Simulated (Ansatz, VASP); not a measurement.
# Cross-check of W2N between VASP and Ansatz, part 2 of 2

Wanted: the spread between two codes on one cell, functional and k mesh. The cell is taken from a series of runs on this material, whose earlier steps may have relaxed, scaled, displaced or heated it; both programs get it as it stands.

VASP 6.6.1 and Ansatz 0.2.0.

So far: Set-up; VASP: zone-centre phonons, PBE.

**3. Ansatz: zone-centre phonons, PBE**

Level of this step: Ansatz beside VASP: Kohn-Sham DFT, plane waves, PBE (Ansatz).

Ansatz runs on its PAW soft_1 files.

The same cell, functional, mesh and smearing now go to Ansatz, which takes its cutoff from its data sets.

input.yaml

```yaml
crystal:
  lattice:
    - [2.863063833, 0.0, 0.0]
    - [-1.4315319165, 2.4794860121, 0.0]
    - [0.0, 0.0, 29.6237063742]
  atoms:
    - { symbol: "N", position: [0.0, 0.0, 0.3375674831] }
    - { symbol: W, position: [0.3333333333, 0.6666666667, 0.3842427258] }
    - { symbol: W, position: [0.6666666667, 0.3333333333, 0.2908922404] }
  periodic: [true, true, false]
kpoints:
  mp_grid: { grid: [18, 18, 1] }
hamiltonian:
  xc: pbe
  pseudopotentials: { kind: paw, azcp: { folder: soft_1 } }
scf:
  occupations: { method: methfessel_paxton, width: 0.2 }
output:
  eigenvalues: true
phonons:
  method: dfpt
```

Started as:

```
ansatz run input.yaml --threads 4 --pin off --max-ram 16384MiB --backend cpu --events-out ev --progress --plain --runs-dir out
```

Numbers of over 12 decimals in the logs are rounded to 6 here.

The log of the run:

```text
Warning: crystal.symmetry: narrowed to the stabiliser of the run's FFT grids — unitary ops 12 → 6. A phonons.method: dfpt run fills in the rows of the dynamical matrix that it does not solve by its symmetry operations, which is exact only for operations that map its FFT grids onto themselves: filled in by any other, the frequencies could depend on the order in which like atoms are typed, or, by more than the grids' own error, on where the crystal sits among the grids' points. Excluded: 6 operations. The run can therefore solve more perturbations, solve them on more k-points, or both, and cost more. [rest of the remark cut]
Engine: ansatz 0.2.0, aarch64-unknown-linux-gnu
Pseudopotentials: kind: paw
Pseudopotential: N, paw, valence charge 5, recommended cutoff 420 eV (normal), soft_1/N.paw.azcp
Pseudopotential: W, paw, valence charge 14, recommended cutoff 420 eV (normal), soft_1/W.paw.azcp
Functional definition: PBE
  parameter kappa = 0.804
  parameter beta = 0.066725
  exchange = pbe_x(kappa = kappa, mu = beta*pi^2/3)
  correlation = pbe_c(beta = beta)
Crystal: 3 atoms, lattice volume = 210.297 Å³
Basis set: ecut = 420 eV, 4143 PW (Γ), exchange–correlation on 40×40×400 points (8 copies of the dense FFT grid, shifted against one another)
Bands: 21, of which v1, the nominal top of the filled ones, is band 17 counted from 1 (16 counted from 0)
Symmetry: 12 space group operations
k-points: 91 of 324 (irreducible under 2 space group operations, time reversal used)
Non-local potential: N, projectors of the file, l = 0: 2, l = 1: 2, l = 2: 1
Non-local potential: W, projectors of the file, l = 0: 3, l = 1: 2, l = 2: 2, l = 3: 1
PAW form: soft (Blöchl's): semilocal exchange-correlation on the pseudo side does not see the compensation charge
PAW one-centre angular grid: N, 110 points (default); XC on 64 Gauss nodes
PAW one-centre angular grid: W, 590 points (default); XC on 64 Gauss nodes
Initial density: superposition of atomic densities (neutral atoms: chi_scale 0, normalization atom)
Initial wavefunctions: pseudopotential atomic-orbital guess
Functional: x = pbe(κ = 0.804, μ = 0.219515), c = pbe(β = 0.066725)
SCF iter   1: F=—  HF=-21154.737991 eV  |F-HF|=—  |Δ(HF+E_count)|=         —  Δρ=5.28e-2  dr2=8.07e0  ethr=3.10e-3  ⟨swp⟩=11.7  Hψ=33640  notcnv=0
automatic band count: the SCF goes on with 25 bands, as 21 were too few: they end inside the smearing window of the response
preconditioner: auto → LDOS  [metal: Δε(μ)=0.033 eV  Ē_g=9.941 eV  σ=0.200 eV  W_gap=0.14  n_scr=18 (ndim 8)  ℏωp=10.6 eV  f_vac=0.742  D(μ)=2.12/eV (n_scr^D=12)  β→1.0]
SCF iter   2: F=—  HF=-21153.146791 eV  |F-HF|=—  |Δ(HF+E_count)|=    1.59e0  S|Δr|=    0.00e0  Δρ=2.87e-2  dr2=1.42e0  ethr=3.10e-3  ⟨swp⟩=4.4  Hψ=7564  notcnv=0  defer=174
SCF iter   3: F=—  HF=-21152.853513 eV  |F-HF|=—  |Δ(HF+E_count)|=   2.93e-1  S|Δr|=    0.00e0  Δρ=3.51e-3  dr2=2.82e-2  ethr=3.10e-3  ⟨swp⟩=3.2  Hψ=5416  notcnv=0  defer=167
SCF iter   4: F=—  HF=-21152.859662 eV  |F-HF|=—  |Δ(HF+E_count)|=   6.15e-3  S|Δr|=    0.00e0  Δρ=1.40e-3  dr2=5.29e-3  ethr=8.55e-5  ⟨swp⟩=3.4  Hψ=4567  notcnv=0  defer=167
SCF iter   5: F=—  HF=-21152.858184 eV  |F-HF|=—  |Δ(HF+E_count)|=   1.48e-3  S|Δr|=    0.00e0  Δρ=5.00e-4  dr2=2.62e-4  ethr=1.60e-5  ⟨swp⟩=4.1  Hψ=4847  notcnv=0  defer=167
SCF iter   6: F=—  HF=-21152.858308 eV  |F-HF|=—  |Δ(HF+E_count)|=   1.24e-4  S|Δr|=    0.00e0  Δρ=2.83e-4  dr2=1.71e-4  ethr=7.93e-7  ⟨swp⟩=3.5  Hψ=4689  notcnv=0  defer=167
SCF iter   7: F=—  HF=-21152.858264 eV  |F-HF|=—  |Δ(HF+E_count)|=   4.49e-5  S|Δr|=    0.00e0  Δρ=9.55e-5  dr2=1.28e-5  ethr=5.17e-7  ⟨swp⟩=3.9  Hψ=4457  notcnv=0  defer=167
SCF iter   8: F=—  HF=-21152.858264 eV  |F-HF|=—  |Δ(HF+E_count)|=   7.96e-7  S|Δr|=    0.00e0  Δρ=1.74e-5  dr2=6.01e-7  ethr=3.89e-8  ⟨swp⟩=3.2  Hψ=4373  notcnv=0  defer=167
SCF iter   9: F=—  HF=-21152.858235 eV  |F-HF|=—  |Δ(HF+E_count)|=   2.93e-5  S|Δr|=    0.00e0  Δρ=7.22e-6  dr2=6.03e-8  ethr=1.82e-9  ⟨swp⟩=4.2  Hψ=5107  notcnv=0  defer=167
SCF iter  10: F=—  HF=-21152.858235 eV  |F-HF|=—  |Δ(HF+E_count)|=   7.64e-9  S|Δr|=    0.00e0  Δρ=5.83e-7  dr2=5.52e-10  ethr=1.83e-10  ⟨swp⟩=3.0  Hψ=4078  notcnv=0  defer=167
SCF iter  11: F=—  HF=-21152.858235 eV  |F-HF|=—  |Δ(HF+E_count)|=   4.63e-9  S|Δr|=    0.00e0  Δρ=1.16e-7  dr2=2.99e-11  ethr=1.67e-12  ⟨swp⟩=4.9  Hψ=6248  notcnv=0  defer=167
SCF iter  12: F=-21152.858235 eV  HF=-21152.858235 eV  |F-HF|=9.46e-11  |Δ(HF+E_count)|=  5.68e-10  S|Δr|=    0.00e0  Δρ=2.00e-8  dr2=6.79e-13  ethr=1.00e-12  ⟨swp⟩=25.7  Hψ=20089  notcnv=0
SCF 1 converged in 12 iterations: F = -21152.858235 eV  dr2 = 6.79e-13
  greatest PAW one-centre occupation: 0.999 electrons in one spin orbital (limit 2), on the W atom at site 2 (counted from 0), in its partial waves of l = 0
DFPT response loops at Γ: preconditioner auto → none (partly filled bands, converged f_vac=0.750); β = 0.50; Broyden in place of MSR1
SCF converged after 12 iterations
Stability not checked: this state was not tested for a lower state beside it, because cold or Methfessel-Paxton smearing, or corrected tetrahedra, fill the levels in a way that the test cannot read (fill_not_monotonic; see scf.lower_state_search)
Free energy (F): -21152.858235 eV
Harris-Foulkes:  -21152.858235 eV  (|F-HF|=9.46e-11)
Internal energy: -21152.862247 eV  (E = F + TS)
E sigma→0 (E₀):  -21152.859238 eV
Entropy (-TS):   0.004012 eV (1.337 meV/atom)
Fermi energy:    -5.147304 eV
--- Per-component energies (eV) ---
  E_band       = -1034.638155
  E_kinetic    = 966.211055
  E_local      = -82429.814645  (includes V_loc(G=0)·N_el)
  E_nonlocal   = -15.377297
  E_hartree    = 40660.219423
  E_xc         = -590.480485
  E_vxc        = -532.338221  (∫ρ·V_xc dr)
  E_paw        = -17282.969437  (= ΣΔE_a)
  E_vpaw       = -343.758926  (= ΣTr[D̂ρ^β])
  E_aug_tail   = 0.001118  (compensation charges beyond the density's cutoff)
  E_ewald      = 37539.348022
  E_smearing   = 0.004012  (= −TS)
  E_closure    = -0.000000  (closes the sum)
  Σ components = -21152.858235   (vs F -21152.858235, Δ=0.00e0)
--- Band table (eV; the first three rows and the last of 91) ---
  k-point 0: bands = [... 13 lower, -6.7638, -6.5104, -6.3623, -6.3623, -5.7596, -4.5679, -4.5679, -4.1927, ... 4 higher]
  k-point 1: bands = [... 13 lower, -6.7825, -6.6585, -6.5503, -6.2559, -5.5853, -4.7519, -4.6855, -4.0235, ... 4 higher]
  k-point 2: bands = [... 13 lower, -7.3546, -6.8158, -6.4154, -5.9414, -5.3994, -4.9718, -4.7820, -3.7748, ... 4 higher]
  k-point 90: bands = [... 13 lower, -7.2275, -7.0288, -6.4661, -4.9101, -4.0800, -3.5289, -2.4289, -2.0730, ... 4 higher]
  ° read free of the cell's end (the report's vacuum.weakly_bound_levels)
--- Phonons (Γ-DFPT): 6 representative perturbations + reference, on 91 of 324 k-points (Σ response iterations 31) ---
  ASR residual: 5.402e-5 → 0.000e0 eV/Å²; symmetrization residual: 1.065e-5 eV/Å²
  The last average, over the group as it would stand without the narrowing to the FFT grids, took up to 1.564e-7 eV/Å² of the zone centre's force constants
  ASR residual per site (eV/Å²): 5.40e-5 4.42e-5 4.42e-5
  Γ frequencies (cm⁻¹): 0.00 0.00 0.00 81.55 81.55 135.95 245.75 245.75 607.34
  non-analytic LO–TO correction: not included (Born effective charges unavailable; polar crystals: no LO–TO splitting at Γ)
```

In the SCF lines HF is the Harris–Foulkes energy and dr2 the Hartree energy of the density residual, in eV; the loop may stop once dr2 is under the threshold and the program's other checks hold. Hψ counts applications of the Hamiltonian.

**4. Comparison**

Known differences besides the potentials themselves: Ansatz cuts the interaction across the vacuum, VASP repeats the sheet without a dipole correction; the data sets hold 33 valence electrons in Ansatz (on its PAW soft_1 files) and 17 in VASP; the cutoff is 420 eV in Ansatz and 600 eV in VASP. Total energies have different zeros and are not compared.

The two programs side by side:

```
                  quantity  Ansatz   VASP  difference
optical mode 1 to 2 (cm⁻¹)    81.5   84.5     -3.51 %
     optical mode 3 (cm⁻¹)   135.9  137.4     -1.07 %
optical mode 4 to 5 (cm⁻¹)   245.8  260.7     -5.72 %
     optical mode 6 (cm⁻¹)   607.3  620.4     -2.11 %
```

Modes are paired by rising frequency, not by their patterns, so a pair may set unlike modes beside each other; they are those without the splitting of longitudinal modes. Where the cell holds vacuum, a pressure given here is an average over it and none of the material.

**5. What the set-up changes**

Further runs change the set-up of one program: Ansatz's method, potentials or start, or VASP's data sets, cutoff or form of LDA. The table gives Ansatz less VASP for each quantity, since a change that brings one quantity closer may part another.

```
                               run  optical mode 1 to 2 (%)  optical mode 3 (%)  optical mode 4 to 5 (%)  optical mode 6 (%)
                          as above                     -3.5                -1.1                     -5.7                -2.1
VASP with the data sets N and W_sv                     -1.0               -0.99                     -3.4               -0.81
```

**6. Results**

| Quantity | Value |
| --- | --- |
| r.m.s. difference of the optical zone-centre modes, each program's sorted by frequency (zone-centre phonons, PBE) | 10 cm⁻¹ |
| difference in optical mode 4 to 5 (zone-centre phonons, PBE) | -5.7 % |

The r.m.s. difference of the optical zone-centre modes, each program's sorted by frequency is 10 cm⁻¹ (zone-centre phonons, PBE). The data sets hold unlike numbers of valence electrons (33 in Ansatz and 17 in VASP), so part of the differences may come from the potentials. Among the rows given in per cent, the largest difference of the zone-centre phonons, PBE pair is in optical mode 4 to 5, -5.7 %. Zone-centre phonons, PBE, VASP with the data sets N and W_sv: the difference in optical mode 1 to 2 goes from -3.5 to -1.0 %; the difference in optical mode 4 to 5 goes from -5.7 to -3.4 %; the difference in optical mode 6 goes from -2.1 to -0.81 %. How closely two codes agree says nothing of how well the functional describes the real material.

[Lines on the potential files, build, host, timing and source positions are cut from VASP's logs without a mark.]

[Logs are printed without paths, hosts, clocks, repeated set-up lines and the standing remarks that a program may print on its own settings, such as how far it seeks lower states.]

[Hosts, paths, dates, database ids (printed as entryN), source tags and the programs' standing remarks are cut or masked in the printed files.]
